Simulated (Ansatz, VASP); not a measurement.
# Cross-check of Se (Selenium) between VASP and Ansatz

Wanted: the spread between two codes on one cell, functional and k mesh. The cell is taken from a series of runs on this material, whose earlier steps may have relaxed, scaled, displaced or heated it; both programs get it as it stands.

Calculated with Ansatz 0.2.0; plane waves, with VASP 6.6.1 beside it; relaxation of cell and atoms at PBEsol.

## (1) Starting point

The structure is trigonal, space group P3_121 (No. 152). The conventional cell has a = 4.037 Å, b = 4.037 Å, c = 5.121 Å, α = 90.00°, β = 90.00°, γ = 120.00°. Nearest to Se lie 2 Se at 2.44 Å.

## (2) VASP: relaxation of cell and atoms, PBEsol

The relaxed volume is the usual yardstick between codes: in a stiff, nearly cubic crystal its relative difference is about their pressure difference at one cell divided by the bulk modulus.

Lines of VASP's logs that name or quote its potential files are left out, and so is its time.

The input, INCAR:

```
SYSTEM = Se
PREC = Accurate
ENCUT = 500
EDIFF = 1E-07
NELM = 120
ISMEAR = 0
SIGMA = 0.02
LREAL = .FALSE.
ALGO = Normal
GGA = PS
NBANDS = 15
LORBIT = 11
LWAVE = .FALSE.
LCHARG = .FALSE.
ISIF = 3
IBRION = 2
NSW = 80
EDIFFG = -0.005
LASPH = .TRUE.
GGA_COMPAT = .FALSE.
NELMIN = 4
EFERMI = MIDGAP
```

The input, POSCAR:

```
Se
1.0
    4.0372670000      0.0000000000      0.0000000000
   -2.0186340000      3.4963760000      0.0000000000
    0.0000000000      0.0000000000      5.1211580000
Se
3
Direct
    0.2488111388      0.0000000000      0.3333333984
    0.0000000079      0.2488113407      0.6666667968
    0.7511889963      0.7511889454      0.0000000000
```

The input, KPOINTS:

```
Automatic mesh
0
Gamma
12 12 8
0 0 0
```

PAW data sets: Se (PBE family, release 64).

Command:

```sh
> mpirun -np 1 vasp_std
```

Numbers of over 12 decimals in the logs are rounded to 6 here.

Output:

```text
[banner, memory and clock lines left out]
running    1 mpi-ranks, on    1 nodes
 distrk:  each k-point on    1 cores,    1 groups
 distr:  one band on    1 cores,    1 groups

 POSCAR found type information on POSCAR Se
 POSCAR found :  1 types and       3 ions
|                                                                             |
|               ----> ADVICE to this user running VASP <----                  |
|                                                                             |
|     You enforced a specific xc type in the INCAR file but a different       |
|     [... a line on the potential file left out ...]
|     I HOPE YOU KNOW WHAT YOU ARE DOING!                                     |
|                                                                             |

 LDA part: xc-table for (Slater+PW92), standard interpolation
 POSCAR, INCAR and KPOINTS ok, starting setup
 FFT: planning ... GRIDC
 FFT: planning ... GRID_SOFT
 FFT: planning ... GRID
 WAVECAR not read
 entering main loop
       N       E                     dE             d eps       ncg     rms          rms(c)
DAV:   1     0.785766913405E+02    0.78577E+02   -0.71840E+03  3930   0.980E+02
DAV:   2    -0.666693226539E+01   -0.85244E+02   -0.80843E+02  5311   0.159E+02
DAV:   3    -0.116007734027E+02   -0.49338E+01   -0.49100E+01  4567   0.440E+01
DAV:   4    -0.116351333792E+02   -0.34360E-01   -0.34341E-01  5323   0.433E+00
DAV:   5    -0.116353421527E+02   -0.20877E-03   -0.20877E-03  4833   0.331E-01    0.708E+00
DAV:   6    -0.115810335327E+02    0.54309E-01   -0.30453E-02  4924   0.115E+00    0.435E+00
DAV:   7    -0.115615038367E+02    0.19530E-01   -0.59776E-02  4483   0.157E+00    0.181E-01
DAV:   8    -0.115606726664E+02    0.83117E-03   -0.91021E-03  4315   0.605E-01    0.975E-02
DAV:   9    -0.115607129974E+02   -0.40331E-04   -0.23179E-04  5554   0.109E-01    0.312E-02
DAV:  10    -0.115607140842E+02   -0.10868E-05   -0.26463E-05  4847   0.359E-02    0.605E-03
DAV:  11    -0.115607143539E+02   -0.26972E-06   -0.59435E-06  5344   0.148E-02    0.413E-03
DAV:  12    -0.115607141629E+02    0.19094E-06   -0.11779E-06  4742   0.693E-03    0.102E-03
DAV:  13    -0.115607141091E+02    0.53803E-07   -0.12803E-07  3736   0.215E-03
   1 F= -.11560714E+02 E0= -.11560714E+02  d E =-.115607E+02
[...]
2 F= -.11560756E+02 E0= -.11560756E+02  d E =-.420421E-04
[...]
3 F= -.11560852E+02 E0= -.11560852E+02  d E =-.138224E-03
[...]
4 F= -.11560852E+02 E0= -.11560852E+02  d E =-.138170E-03
 curvature:  -0.28 expect dE=-0.235E-05 dE for cont linesearch -0.425E-08
 ZBRENT: accuracy reached
 trial: gam= 0.02199 g(F)=  0.498E-05 g(S)=  0.351E-05 ort =-0.281E-05 (trialstep = 0.911E+00)
 search vector abs. value=  0.861E-05
 bond charge predicted
       N       E                     dE             d eps       ncg     rms          rms(c)
DAV:   1    -0.115608626608E+02   -0.10377E-04   -0.32998E-04  3958   0.101E-01    0.108E-02
DAV:   2    -0.115608605211E+02    0.21397E-05   -0.14706E-05  5498   0.239E-02    0.584E-03
DAV:   3    -0.115608593292E+02    0.11920E-05   -0.19918E-06  4231   0.739E-03    0.213E-03
DAV:   4    -0.115608592340E+02    0.95207E-07   -0.32068E-07  4693   0.305E-03
   5 F= -.11560859E+02 E0= -.11560859E+02  d E =-.695442E-05
 ZBRENT: can't locate minimum, use default step
 trial-energy change:   -0.000007  1 .order   -0.000007   -0.000008   -0.000007
 step:   3.6424(harm=  7.2532)  dis= 0.00115  next Energy=   -11.560883 (dE=-0.305E-04)
 reached required accuracy - stopping structural energy minimisation
```

Parts of OUTCAR (step 2):

```text
ion  position               nearest neighbor table
   1  0.249  0.000  0.333-   3 2.44   2 2.44
   2  0.000  0.249  0.667-   3 2.44   1 2.44
   3  0.751  0.751  0.000-   1 2.44   2 2.44

  LATTYP: Found a hexagonal cell.
 ALAT       =     4.0372670000
 C/A-ratio  =     1.2684714684

 Subroutine GETGRP returns: Found  6 space group operations
 (whereof  2 operations were pure point group operations)

The static configuration has the point symmetry C_2 .
 The point group associated with its full space group is D_3 .

 Found    131 irreducible k-points:

   k-points           NKPTS =    131   k-points in BZ     NKDIM =    131   number of bands    NBANDS=     15

   dimension x,y,z NGX =    30 NGY =   30 NGZ =   40
   dimension x,y,z NGXF=    60 NGYF=   60 NGZF=   80

   ENCUT  =  500.0 eV  36.75 Ry    6.06 a.u.   7.36  7.36  9.34*2*pi/ulx,y,z

   NELECT =      18.0000    total number of electrons

 k-points in reciprocal lattice and weights: Automatic mesh
   0.00000000  0.00000000  0.00000000       0.001
   0.08333333  0.00000000  0.00000000       0.005
   0.16666667  0.00000000  0.00000000       0.005
   0.25000000 -0.00000000  0.00000000       0.005
   0.33333333  0.00000000  0.00000000       0.005
   0.41666667 -0.00000000  0.00000000       0.005
   0.50000000 -0.00000000  0.00000000       0.003
   0.08333333  0.08333333  0.00000000       0.005
   0.16666667  0.08333333  0.00000000       0.010
[...]
0.33333333  0.25000000  0.50000000       0.010
   0.33333333  0.33333333  0.50000000       0.002

 average (electrostatic) potential at core
       1 -55.0901       2 -55.0901       3 -55.0901

 E-fermi :   3.9540

 k-point     1 :       0.0000    0.0000    0.0000
  band No.  band energies     occupation
    ...
      5       0.2871      2.00000
      6       0.2871      2.00000
      7       1.8308      2.00000
      8       1.8308      2.00000
      9       3.1771      2.00000
     10       5.1577      0.00000
     11       5.1577      0.00000
     12       5.7633      0.00000
     13       9.9913      0.00000
     14       9.9913      0.00000
    ...

 k-point     2 :       0.0833    0.0000    0.0000
  band No.  band energies     occupation
    ...
      5       0.0556      2.00000
      6       0.3081      2.00000
      7       1.9279      2.00000
      8       2.1733      2.00000
      9       3.1769      2.00000
     10       5.0201      0.00000
     11       5.1384      0.00000
     12       5.7547      0.00000
     13       9.9133      0.00000
     14       9.9348      0.00000
    ...

 k-point     3 :       0.1667    0.0000    0.0000
  band No.  band energies     occupation
    ...
      5      -0.3427      2.00000
      6       0.1503      2.00000
      7       2.0925      2.00000
      8       2.5308      2.00000
      9       2.9956      2.00000
     10       4.9984      0.00000
     11       5.1434      0.00000
     12       5.8184      0.00000
     13       9.5356      0.00000
     14       9.9315      0.00000
    ...

  Total       -0.0098011     -0.0098011     -0.0028244      0.0000000     -0.0000000     -0.0000000
  in kB       -0.2167964     -0.2167964     -0.0624750      0.0000000     -0.0000000     -0.0000000
  external PRESSURE =      -0.1653559 kB  Pullay stress =       0.0000000 kB

  energy-cutoff  :      500.00
  volume of cell :       72.43
      direct lattice vectors                 reciprocal lattice vectors
     4.039158821 -0.000000000  0.000000000     0.247576301  0.142938271  0.000000000
    -2.019579911  3.498014366 -0.000000000     0.000000000  0.285876470 -0.000000000
    -0.000000000  0.000000000  5.126508307    -0.000000000  0.000000000  0.195064543

 POSITION                                       TOTAL-FORCE (eV/Angst)
 -----------------------------------------------------------------------------------
     -1.01347      3.49801      1.70884         0.004851     -0.000000      0.000000
     -0.50305      0.87131      3.41767        -0.002425      0.004201      0.000000
      1.51653      2.62670     -0.00000        -0.002425     -0.004201      0.000000
 -----------------------------------------------------------------------------------
    total drift:                                0.000291     -0.000105     -0.000342

  FREE ENERGIE OF THE ION-ELECTRON SYSTEM (eV)
  ---------------------------------------------------
  free  energy   TOTEN  =       -11.5608592340 eV

  energy  without entropy=      -11.5608592340  energy(sigma->0) =      -11.56085923

 reached required accuracy - stopping structural energy minimisation

 total charge
# of ion       s       p       d       tot
------------------------------------------
    1        1.525   2.131   0.057   3.713
    2        1.525   2.131   0.057   3.713
    3        1.525   2.131   0.057   3.713
--------------------------------------------------
tot          4.575   6.393   0.171  11.139

[... 3 further parts left out ...]
```

The run keeps the 6 symmetry operations of its start, so it cannot find a distortion of lower symmetry.

## (3) Ansatz: relaxation of cell and atoms, PBEsol

Ansatz runs on its PAW soft_1 files.

The same cell, functional, mesh and smearing now go to Ansatz, which takes its cutoff from its data sets.

The input, input.yaml:

```yaml
crystal:
  lattice:
    - [4.0372674961, 0.0, 0.0]
    - [-2.018633748, 3.4963762135, 0.0]
    - [0.0, 0.0, 5.1211584907]
  atoms:
    - { symbol: Se, position: [0.2488111896, 0.0, 0.3333333333] }
    - { symbol: Se, position: [0.0, 0.2488111896, 0.6666666667] }
    - { symbol: Se, position: [0.7511888104, 0.7511888104, 0.0] }
kpoints:
  mp_grid: { grid: [12, 12, 8] }
hamiltonian:
  xc: pbesol
  pseudopotentials: { kind: paw, azcp: { folder: soft_1 }, xc_functional: pbe }
scf:
  occupations: { method: gaussian, width: 0.02 }
output:
  forces: true
  stress: true
  eigenvalues: true
relax:
  adjacent_minimum: "off"
  f_tol: 0.005
  max_steps: 80
  cell: { stress_tol: 0.05 }
```

Command:

```sh
> ansatz run input.yaml --threads 4 --pin off --max-ram 10240MiB --backend cpu --events-out ev --progress --plain --runs-dir out
```

Output:

```text
Engine: ansatz 0.2.0, x86_64-unknown-linux-gnu
Pseudopotentials: kind: paw
Pseudopotential: Se, paw, valence charge 16, recommended cutoff 420 eV (normal), soft_1/Se.paw.azcp
Functional definition: PBEsol
  exchange = pbesol_x
  correlation = pbesol_c
Crystal: 3 atoms, lattice volume = 72.289 Å³
Basis set: ecut = 420 eV, 1409 PW (Γ), exchange–correlation on 54×54×72 points (8 copies of the dense FFT grid, shifted against one another)
Bands: 29, of which v1, the nominal top of the filled ones, is band 24 counted from 1 (23 counted from 0)
Symmetry: 6 space group operations
Space group: P3121 (ITA 152), of the structure as read, at distance tolerance 4.2e-5 Å
k-points: 131 of 1152 (time reversal used)
Non-local potential: Se, projectors of the file, l = 0: 2, l = 1: 2, l = 2: 3, l = 3: 1
PAW form: soft (Blöchl's): semilocal exchange-correlation on the pseudo side does not see the compensation charge
PAW frozen core: Se, regenerated for the run's functional, and the local potential with it (the file was generated under x = pbe(κ = 0.804, μ = 0.219515), c = pbe(β = 0.066725))
PAW one-centre angular grid: Se, 590 points (default); XC on 64 Gauss nodes
Initial density: superposition of atomic densities (chi_scale 0.1, normalization cell)
Initial wavefunctions: pseudopotential atomic-orbital guess
Functional: x = pbesol(κ = 0.804, μ = 0.123457), c = pbesol(β = 0.046)
SCF iter   1: F=—  HF=-16272.718065 eV  |F-HF|=—  |Δ(HF+E_count)|=         —  Δρ=2.60e-2  dr2=2.88e-1  ethr=3.10e-3  ⟨swp⟩=6.4  Hψ=15649  notcnv=0
preconditioner: auto → Resta (q_TF=auto, 2.548 Å⁻¹)  ε∞=4.2  [insulator: Δε(μ)=0.570 eV  Ē_g=10.412 eV  σ=0.020 eV  W_gap=1.00  n_scr=22 (ndim 8)  ℏωp=18.5 eV  f_vac=0.018  D(μ)=0.00/eV (n_scr^D=0)  ε∞_Penn≈4.2]
SCF iter   2: F=—  HF=-16272.665614 eV  |F-HF|=—  |Δ(HF+E_count)|=   5.25e-2  Δρ=1.43e-2  dr2=8.73e-2  ethr=6.00e-4  ⟨swp⟩=2.0  Hψ=5371  notcnv=0  defer=131
SCF iter   3: F=—  HF=-16272.647853 eV  |F-HF|=—  |Δ(HF+E_count)|=   1.78e-2  Δρ=1.31e-3  dr2=7.74e-4  ethr=1.82e-4  ⟨swp⟩=2.0  Hψ=5167  notcnv=0  defer=131
SCF iter   4: F=—  HF=-16272.648190 eV  |F-HF|=—  |Δ(HF+E_count)|=   3.37e-4  Δρ=2.14e-4  dr2=3.04e-5  ethr=1.61e-6  ⟨swp⟩=2.0  Hψ=5244  notcnv=0  defer=131
SCF iter   5: F=—  HF=-16272.648227 eV  |F-HF|=—  |Δ(HF+E_count)|=   3.70e-5  Δρ=5.16e-5  dr2=2.02e-6  ethr=6.34e-8  ⟨swp⟩=2.0  Hψ=4538  notcnv=0  defer=131
SCF iter   6: F=—  HF=-16272.648230 eV  |F-HF|=—  |Δ(HF+E_count)|=   2.25e-6  Δρ=1.44e-5  dr2=1.17e-7  ethr=4.21e-9  ⟨swp⟩=2.0  Hψ=6812  notcnv=0  defer=131
SCF iter   7: F=-16272.648229 eV  HF=-16272.648229 eV  |F-HF|=3.21e-8  |Δ(HF+E_count)|=   2.69e-7  Δρ=7.38e-6  dr2=2.74e-8  ethr=2.08e-10  ⟨swp⟩=9.8  Hψ=18290  notcnv=0
SCF 1 converged in 7 iterations: F = -16272.648229 eV  dr2 = 2.74e-8
  greatest PAW one-centre occupation: 1.000 electrons in one spin orbital (limit 2), on the Se atom at site 2 (counted from 0), in its partial waves of l = 2
relax step   1: F+E_penalty+E_count = -16272.64822931 eV  Δ(F+E_penalty+E_count) = +0.000e0 eV  max|allowed force component| = 1.434e-4 eV/Å  Δτ_max = 0.0000 Å  P = +0.007 GPa  Ω = 72.289 Å³  (7 SCF iters, dr2 threshold 1.00e-7 eV, accepted)
Initial density: handed on by an earlier stage of this run
Initial wavefunctions: pseudopotential atomic-orbital guess (no wavefunctions were taken with the density)
iter 1 solved again at ethr=1.25e-7 eV; its pass at ethr=3.10e-3 eV (dr2=5.98e-5 eV) is discarded
SCF iter   1: F=—  HF=-16272.648218 eV  |F-HF|=—  |Δ(HF+E_count)|=         —  Δρ=7.35e-6  dr2=2.67e-8  ethr=1.25e-7  ⟨swp⟩=2.9  Hψ=24950  notcnv=0
preconditioner: auto → Resta (q_TF=auto, 2.548 Å⁻¹)  ε∞=4.2  [insulator: Δε(μ)=0.445 eV  Ē_g=10.397 eV  σ=0.020 eV  W_gap=1.00  n_scr=22 (ndim 8)  ℏωp=18.5 eV  f_vac=0.033  D(μ)=0.00/eV (n_scr^D=0)  ε∞_Penn≈4.2]
SCF iter   2: F=—  HF=-16272.648229 eV  |F-HF|=—  |Δ(HF+E_count)|=   1.10e-5  Δρ=4.69e-6  dr2=1.24e-8  ethr=5.56e-11  ⟨swp⟩=2.1  Hψ=6749  notcnv=0
SCF iter   3: F=—  HF=-16272.648229 eV  |F-HF|=—  |Δ(HF+E_count)|=   1.68e-8  Δρ=9.17e-7  dr2=8.61e-10  ethr=2.58e-11  ⟨swp⟩=2.0  Hψ=4974  notcnv=0
SCF iter   4: F=—  HF=-16272.648229 eV  |F-HF|=—  |Δ(HF+E_count)|=  4.11e-10  Δρ=5.14e-7  dr2=1.94e-10  ethr=1.79e-12  ⟨swp⟩=2.0  Hψ=6943  notcnv=0
SCF iter   5: F=-16272.648229 eV  HF=-16272.648229 eV  |F-HF|=0.00e0  |Δ(HF+E_count)|=  1.13e-10  Δρ=1.37e-7  dr2=1.79e-11  ethr=1.00e-12  ⟨swp⟩=4.4  Hψ=18580  notcnv=0
SCF 2 converged in 5 iterations: F = -16272.648229 eV  dr2 = 1.79e-11
  greatest PAW one-centre occupation: 1.000 electrons in one spin orbital (limit 2), on the Se atom at site 0 (counted from 0), in its partial waves of l = 2
relax step   2: F+E_penalty+E_count = -16272.64822931 eV  Δ(F+E_penalty+E_count) = -5.624e-9 eV  max|allowed force component| = 1.477e-4 eV/Å  Δτ_max = 0.0000 Å  P = +0.007 GPa  Ω = 72.289 Å³  stress off target by 1.50e-2 GPa  SCF on the basis re-selected at this cell (its energy is not comparable with the rows above)  (5 SCF iters)
basis re-selected at this cell: Δ(F+E_penalty+E_count) = -5.624e-9 eV, ΔP = +0.000 GPa vs the last step (what re-selecting the basis moved, of the pressure what is left beyond the Pulay correction that the steps carried, after the strain that the cell walked since its last selection, with what the two solves' SCF thresholds leave and, on support functions, any second-order correction that the steps lacked; it is no m [...]
SCF converged after 5 iterations
Free energy (F): -16272.648229 eV
Harris-Foulkes:  -16272.648229 eV  (|F-HF|=0.00e0)
Internal energy: -16272.648229 eV  (E = F + TS)
E sigma→0 (E₀):  -16272.648229 eV
Fermi energy:    8.320977 eV
--- Per-component energies (eV) ---
  E_band       = -1178.263845
  E_kinetic    = 328.472472
  E_local      = -7817.960381  (includes V_loc(G=0)·N_el)
  E_nonlocal   = -1055.497508
  E_hartree    = 4102.879135
  E_xc         = -251.959022
  E_vxc        = -268.659591  (∫ρ·V_xc dr)
  E_paw        = -6260.050391  (= ΣΔE_a)
  E_vpaw       = -570.375848  (= ΣTr[D̂ρ^β])
  E_aug_tail   = -0.001109  (compensation charges beyond the density's cutoff)
  E_ewald      = -5321.556781
  E_core_change = 3.025355  (= ΣΔE_core)
  E_smearing   = -0.000000  (= −TS)
  E_closure    = 0.000000  (closes the sum)
  Σ components = -16272.648229   (vs F -16272.648229, Δ=0.00e0)
--- Forces (eV/Å), atoms counted from 1 ---
  atom   1  Se     0.00014771    -0.00000000     0.00000000
  atom   2  Se    -0.00007385     0.00012792    -0.00000000
  atom   3  Se    -0.00007385    -0.00012792     0.00000000
  max |Σ_I F_I| component: 9.27e-18 eV/Å
--- Stress (GPa, compression-positive) ---
        0.002860      -0.000000      -0.000000
       -0.000000       0.002860       0.000000
       -0.000000       0.000000       0.014958
  P = ⅓ Tr σ = 0.0069 GPa (0.069 kbar)
--- Band table (eV; the first three rows and the last of 131) ---
  k-point 0: bands = [... 20 lower, 4.6367, 6.1890, 6.1890, 7.5400, 9.5269, 9.5269, 10.1248, 14.3672, ... 1 higher]
  k-point 1: bands = [... 20 lower, 4.9099, 6.1598, 6.3054, 7.4850, 9.4020, 9.4220, 9.9424, 14.3697, ... 1 higher]
  k-point 2: bands = [... 20 lower, 5.0727, 6.2407, 6.4720, 7.3190, 9.1467, 9.2102, 9.5509, 14.0970, ... 1 higher]
  k-point 130: bands = [... 20 lower, 2.4967, 6.9213, 8.0979, 8.0979, 8.5434, 10.2702, 10.2702, 15.1670, ... 1 higher]
--- Relaxed structure (1 steps of the walk, 1 accepted, 1 SCFs on fresh bases) ---
  F+E_penalty+E_count = -16272.64822931 eV   max|allowed force component| = 1.477e-4 eV/Å   (the final SCF, on the basis selected at the relaxed cell)
  cell:  # Å, volume = 72.2893 Å³
    - [4.037267, -2.8867519189357393e-11, 0.0]
    - [-2.018634, 3.496376, 0.0]
    - [0.0, 0.0, 5.1211584907]
  atoms:
    - { symbol: Se, position: [0.2488111896, 0, 0.333333] }
    - { symbol: Se, position: [-1.3877787807814457e-17, 0.248811, 0.666667] }
    - { symbol: Se, position: [0.751189, 0.7511888104, 0.0] }
```

In the SCF lines HF is the Harris–Foulkes energy and dr2 the Hartree energy of the density residual, in eV; the loop may stop once dr2 is under the threshold and the program's other checks hold. Hψ counts applications of the Hamiltonian.

## (4) Differences

Known differences besides the potentials themselves: the data sets hold 48 valence electrons in Ansatz (on its PAW soft_1 files) and 18 in VASP; the cutoff is 420 eV in Ansatz and 500 eV in VASP; Ansatz makes its cores anew for this functional, VASP keeps those of its PBE data sets; Ansatz adds a Pulay correction to the stress that steers its cell, VASP none. Total energies have different zeros and are not compared.

The two programs side by side:

```
                                         quantity  Ansatz   VASP  difference
                                      volume (Å³)   72.29  72.43     -0.20 %
edge a after relaxation, in the typed setting (Å)   4.037  4.039     -0.05 %
edge c after relaxation, in the typed setting (Å)   5.121  5.127     -0.10 %
```

## (5) Outcome

```
difference in volume (relaxation of cell and atoms, PBEsol) : -0.20 %
```

**Reading.** The difference in volume is -0.20 % (relaxation of cell and atoms, PBEsol), within the 1.2 % picked in this series as the mark of a large difference, as far as the stopping tolerances let one tell. The data sets hold unlike numbers of valence electrons (48 in Ansatz and 18 in VASP), so part of the differences comes from the potentials. How closely two codes agree says nothing of how well the functional describes the real material.

[Lines on the potential files, build, host, timing and source positions are cut from VASP's logs without a mark.]

[Logs are printed without paths, hosts, clocks, repeated set-up lines and the standing remarks that a program may print on its own settings, such as how far it seeks lower states.]

[Hosts, paths, dates, database ids (printed as entryN), source tags and the programs' standing remarks are cut or masked in the printed files.]
